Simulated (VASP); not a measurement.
Input:

```yaml
crystal:
  lattice:
    - [1.78450, -3.09085, 0.00000]
    - [1.78450, 3.09085, 0.00000]
    - [0.00000, 0.00000, 5.62691]
  atoms:
    - { symbol: Gd, position: [0.33333, 0.66667, 0.25000] }
    - { symbol: Gd, position: [0.66667, 0.33333, 0.75000] }
```

Level of theory: PBE GGA with D3 dispersion (Becke-Johnson damping), VASP's PBE PAW potentials (set 64) (plane waves; VASP). Settings: 520 eV cut-off, Gaussian smearing of 0.050 eV, potentials Gd_3.

The 4f electrons are frozen in the core of the lanthanide potential, so 4f levels, which can set the real gap, and their magnetism are missing.

**Question.** Estimate the band gap (along the path) with the smallest direct gap where there is one.

**Answer.** 
```
Quantity                                                     Result
-------------------------  ----------------------------------------
band gap (along the path)  none (metal, semimetal or under 0.01 eV)
```

The absolute energy has meaning only against runs of the same code, potentials and settings.

The compound is Gd in the hcp structure. It was relaxed first, which changed the volume by -6 %.
